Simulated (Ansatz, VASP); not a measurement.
# One calculation of B2W3, two programs

```xyz
5
Lattice="2.0597 1.1891 4.2043 -2.0597 1.1891 4.2043 0.0000 -2.3783 4.2043" Properties=species:S:1:pos:R:3 pbc="T T T"
B     0.0000    0.0000    2.5226
B     0.0000    0.0000   10.0902
W     0.0000    0.0000    0.0000
W     0.0000    0.0000    7.5677
W     0.0000    0.0000    5.0451
```

Alike in both runs: task single point; functional PBE; k mesh 6 × 6 × 6; occupations gaussian, width 0.1 eV; no spin polarisation.

|  | VASP | Ansatz |
| --- | --- | --- |
| version | VASP 6.6.1 | Ansatz 0.2.0 |
| potentials or method | VASP PAW PBE potentials, release 64 (B, W_sv) | scalar-relativistic, plane waves, PAW |
| plane-wave cutoff (eV) | 520 | 420 |
| valence electrons in the cell | 48 | 48 |

|  | VASP | Ansatz | Ansatz less VASP |
| --- | --- | --- | --- |
| gap on the k mesh at the Fermi level (eV) | none | none | - |
| pressure (GPa) | 18.7 | 17.6 | -1.07 |
| largest component of the traceless stress (GPa) | 20.92 | 20.63 | -0.297 |
| rms of the force components (eV/Å) | 0.446 | 0.441 | -0.0054 |

Atom by atom the forces differ by 0.006 eV/Å (rms over components). A gap of «none» marks a metal or a gap that the smearing closes.

Caveats: so large a pressure means that the cell lies far from this level's equilibrium, or that cutoff or potentials fall short (VASP); forces of over 1 eV/Å show positions far from the minimum, so gaps and moduli don't describe the material at rest. Spin-orbit coupling is left out, which matters for the levels of W.
